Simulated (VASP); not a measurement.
Li2HfN2 (space group P-3m1): the band gap from VASP (plane waves, PAW) at several levels of theory. Gaps are without spin-orbit coupling. Each level names its cell: its own relaxed one, PBE's, or the starting one. A gap is the smallest over the k-mesh and a band path; hybrids may have named points in place of the path, and GW has the mesh alone.

```
level              band gap (eV)
-----------------  -------------
PBEsol (own cell)           1.85
r2SCAN (own cell)           2.33
HSE06 (PBE cell)            2.94
```

The cell of the PBEsol (own cell) run:

```cif
data_HfLi2N2
_chemical_formula_sum 'Li2 Hf1 N2'
_space_group_name_H-M_alt 'P 1'
_space_group_IT_number 1
_cell_length_a 3.22396
_cell_length_b 3.22396
_cell_length_c 5.41372
_cell_angle_alpha 90.000
_cell_angle_beta 90.000
_cell_angle_gamma 120.000
loop_
_space_group_symop_operation_xyz
  'x, y, z'
loop_
_atom_site_label
_atom_site_type_symbol
_atom_site_fract_x
_atom_site_fract_y
_atom_site_fract_z
_atom_site_occupancy
Li1 Li 0.66667 0.33333 0.38240 1
Li2 Li 0.33333 0.66667 0.61760 1
Hf1 Hf 0.00000 0.00000 0.00000 1
N1 N 0.66667 0.33333 0.77951 1
N2 N 0.33333 0.66667 0.22049 1
```

Only levels that ran to the end are used. Left out are those held back, those with too coarse a band path, GW runs whose mesh misses a band edge, hybrids' fits of cells that aren't cubic and levels without matching references; a question may draw on a part of the rest.

The structure comes from a computed database's Li2HfN2 entry (P-3m1); how it stands against other phases isn't given here.
